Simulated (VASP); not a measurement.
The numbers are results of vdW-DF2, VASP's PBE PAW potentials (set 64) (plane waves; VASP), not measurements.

The input files of a VASP run:

**KPOINTS**
```
k-points along high-symmetry lines
15
Line-mode
Reciprocal
  0.000000   0.000000   0.000000 ! GAMMA
  0.500000   0.000000   0.500000 ! X

  0.500000   0.000000   0.500000 ! X
  0.625000   0.250000   0.625000 ! U

  0.375000   0.375000   0.750000 ! K
  0.000000   0.000000   0.000000 ! GAMMA

  0.000000   0.000000   0.000000 ! GAMMA
  0.500000   0.500000   0.500000 ! L

  0.500000   0.500000   0.500000 ! L
  0.500000   0.250000   0.750000 ! W

  0.500000   0.250000   0.750000 ! W
  0.500000   0.000000   0.500000 ! X
```

**POSCAR**
```
SnTe
4.7174040
  0.0000000000   0.7071068447   0.7071068447
  0.7071068447   0.0000000000   0.7071068447
  0.7071068447   0.7071068447   0.0000000000
Sn Te
1 1
direct
  0.0000000000   0.0000000000   0.0000000000
  0.5000000000   0.5000000000   0.5000000000
```

**INCAR**
```
AGGAC  =  0.0
ALGO  =  Normal
EDIFF  =  1E-7
ENCUT  =  520
GGA  =  ML
ICHARG  =  11
ISMEAR  =  0
LASPH  =  .TRUE.
LCHARG  =  .FALSE.
LMAXMIX  =  4
LORBIT  =  11
LREAL  =  .FALSE.
LUSE_VDW  =  .TRUE.
LWAVE  =  .FALSE.
NELM  =  100
PREC  =  Accurate
SIGMA  =  0.05
SYSTEM  =  SnTe
ZAB_VDW  =  -1.8867
```

POTCAR, in this order: Sn_d Te (PBE.64 set). Program: vasp_std. Read from the step before: CHGCAR.

What VASP printed:

### OSZICAR
```
       N       E                     dE             d eps       ncg     rms          rms(c)
DAV:   1     0.126932536857E+03    0.12693E+03   -0.96857E+03  2532   0.156E+03
DAV:   2     0.830213704598E+01   -0.11863E+03   -0.11656E+03  2646   0.349E+02
DAV:   3    -0.207841953670E+01   -0.10381E+02   -0.10160E+02  3306   0.981E+01
DAV:   4    -0.236325963516E+01   -0.28484E+00   -0.28473E+00  2846   0.175E+01
DAV:   5    -0.237537591051E+01   -0.12116E-01   -0.12116E-01  3658   0.346E+00
DAV:   6    -0.237568836786E+01   -0.31246E-03   -0.31246E-03  3174   0.438E-01
DAV:   7    -0.237569251566E+01   -0.41478E-05   -0.41477E-05  3712   0.575E-02
DAV:   8    -0.237569258258E+01   -0.66922E-07   -0.66900E-07  3104   0.669E-03
   1 F= -.23756926E+01 E0= -.23756926E+01  d E =-.121772E-10
```

OUTCAR:
```
 val. band max:        4.7598794655   @ k =   0.5000   0.5000   0.5000

 cond. band min:       5.1999148448   @ k =   0.5000   0.5000   0.5000



 k-point     1 :       0.0000    0.0000    0.0000
  band No.  band energies     occupation
      1     -16.9010      2.00000
      2     -16.9010      2.00000
      3     -16.8935      2.00000
      4     -16.8935      2.00000
      5     -16.8935      2.00000
      6      -6.6304      2.00000
      7      -0.4528      2.00000
      8       3.3634      2.00000
      9       3.3634      2.00000
     10       3.3634      2.00000
     11       7.8846      0.00000
     12       7.8846      0.00000
     13       7.8846      0.00000
     14      10.3510      0.00000

 k-point     2 :       0.0357    0.0000    0.0357
  band No.  band energies     occupation
      1     -16.9011      2.00000
      2     -16.9010      2.00000
      3     -16.8936      2.00000
      4     -16.8935      2.00000
      5     -16.8935      2.00000
      6      -6.6197      2.00000
      7      -0.4929      2.00000
      8       3.3435      2.00000
      9       3.3435      2.00000
     10       3.4344      2.00000
     11       7.7019      0.00000
     12       7.8903      0.00000
     13       7.8903      0.00000
     14      10.2784      0.00000

 k-point     3 :       0.0714    0.0000    0.0714
  band No.  band energies     occupation
      1     -16.9013      2.00000
      2     -16.9009      2.00000
      3     -16.8936      2.00000
      4     -16.8933      2.00000
      5     -16.8933      2.00000
      6      -6.5877      2.00000
      7      -0.6029      2.00000
      8       3.2860      2.00000
      9       3.2860      2.00000
     10       3.6330      2.00000
     11       7.2454      0.00000
     12       7.9093      0.00000
     13       7.9093      0.00000
     14      10.0916      0.00000

 k-point     4 :       0.1071    0.0000    0.1071
  band No.  band energies     occupation
      1     -16.9016      2.00000
...
```

The density is held fixed in this step, so its total energy and stress have no physical meaning. Unless said otherwise, spin-orbit coupling is left out, though it shifts the bands of the heavy elements here.

The compound is SnTe in the rock salt structure, which distorts at low temperature. It was relaxed first, which changed the volume by +18 %.
